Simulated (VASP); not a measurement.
Here is the system:

```xyz
1
Lattice="0.0000 1.9557 1.9557 1.9557 0.0000 1.9557 1.9557 1.9557 0.0000" Properties=species:S:1:pos:R:3 pbc="T T T"
Pd     0.0000     0.0000     0.0000
```

Computed with r2SCAN meta-GGA, VASP's PBE PAW potentials (set 64) (plane waves; VASP 6.6.1). Numerical set-up: 400 eV cut-off, 14×14×14 Γ-centred mesh, first-order Methfessel-Paxton smearing of 0.10 eV, potentials Pd.

### Question
Estimate the energy per atom (σ→0), band gap (on the k-mesh) with the smallest direct gap where there is one.

### Answer

```yaml
band gap (on the k-mesh): none (metal, semimetal or under 0.01 eV)
energy per atom (σ→0): -2213.0 kJ/mol of atoms
```

Total energies compare only between runs with the same potentials, cut-off and functional.

The compound is Pd in the fcc structure. It was relaxed first. The start is the result of an earlier pass.
